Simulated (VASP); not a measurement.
# WF: band structure with PBEsol

WF:

```
CELL_PARAMETERS angstrom
1.36589 0.78860 5.06960
-1.36589 0.78860 5.06960
0.00000 -1.57719 5.06960
ATOMIC_POSITIONS crystal
W 0.81412 0.81412 0.81412
F 0.93712 0.93712 0.93712
```

The cell was built by a generator and needn't be a form met in nature.

- Program: VASP 6.6.1
- Task: band structure
- Functional: PBEsol
- Potentials or basis: VASP PAW PBE potentials, release 64 (W_sv, F)
- Cutoff: 520 eV
- k mesh: 11 × 11 × 11
- Occupations: fermi-dirac, width 0.05 eV
- Spin: no spin polarisation
- Further INCAR settings: ALGO = Normal; EDIFF = 1e-06; NBANDS = 18

The band gap along the path is none (metal or under the smearing width).

Levels at the corners of the path, in eV from the Fermi level:
| point | band 6 | band 7 | band 8 | band 9 | band 10 | band 11 | band 12 | band 13 | band 14 | band 15 |
| --- | --- | --- | --- | --- | --- | --- | --- | --- | --- | --- |
| Γ | -6.67 | -6.53 | -3.98 | -3.98 | -0.33 | -0.17 | -0.17 | 3.68 | 3.68 | 5.95 |
| L | -6.78 | -6.13 | -4.61 | -4.50 | -1.60 | 2.60 | 3.26 | 3.99 | 6.05 | 9.60 |
| L | -6.78 | -6.13 | -4.61 | -4.50 | -1.60 | 2.60 | 3.26 | 3.99 | 6.05 | 9.60 |
| B1 | -6.18 | -6.06 | -5.78 | -1.28 | -0.86 | -0.04 | 0.08 | 4.01 | 8.31 | 10.45 |
| B | -6.18 | -6.06 | -5.78 | -1.28 | -0.86 | -0.04 | 0.08 | 4.01 | 8.31 | 10.45 |
| Z | -7.44 | -6.28 | -3.97 | -3.97 | -0.17 | -0.17 | 0.91 | 3.64 | 3.64 | 5.48 |
| Z | -7.44 | -6.28 | -3.97 | -3.97 | -0.17 | -0.17 | 0.91 | 3.64 | 3.64 | 5.48 |
| Γ | -6.67 | -6.53 | -3.98 | -3.98 | -0.33 | -0.17 | -0.17 | 3.68 | 3.68 | 5.95 |
| Γ | -6.67 | -6.53 | -3.98 | -3.98 | -0.33 | -0.17 | -0.17 | 3.68 | 3.68 | 5.95 |
| X | -6.14 | -6.04 | -5.84 | -1.17 | -0.90 | -0.02 | 0.00 | 3.99 | 8.26 | 10.70 |
| Q | -6.14 | -6.04 | -5.84 | -1.17 | -0.90 | -0.02 | 0.00 | 3.99 | 8.26 | 10.70 |
| F | -6.85 | -6.27 | -4.61 | -4.47 | -1.35 | 2.49 | 3.46 | 4.13 | 6.05 | 9.16 |
| F | -6.85 | -6.27 | -4.61 | -4.47 | -1.35 | 2.49 | 3.46 | 4.13 | 6.05 | 9.16 |
| P1 | -6.83 | -6.24 | -4.60 | -4.47 | -1.40 | 2.53 | 3.53 | 3.88 | 5.99 | 9.33 |
| P1 | -6.83 | -6.24 | -4.60 | -4.47 | -1.40 | 2.53 | 3.53 | 3.88 | 5.99 | 9.33 |
| Z | -7.44 | -6.28 | -3.97 | -3.97 | -0.17 | -0.17 | 0.91 | 3.64 | 3.64 | 5.48 |
| L | -6.78 | -6.13 | -4.61 | -4.50 | -1.60 | 2.60 | 3.26 | 3.99 | 6.05 | 9.60 |
| P | -6.83 | -6.24 | -4.60 | -4.47 | -1.40 | 2.53 | 3.53 | 3.88 | 5.99 | 9.33 |

It took 2.3 min on 1 thread of Intel(R) Xeon(R) 6975P-C (Granite Rapids), with other jobs on the host, peak memory 0.28 GiB.

Caveat: the log is that of the step along the path at fixed density, whose energy, stress, charges and moments have no meaning; spin-orbit coupling is left out, which moves the levels of the heavy elements; an odd number of electrons without spin polarisation forces a metal; a magnetic or distorted state may lie lower.
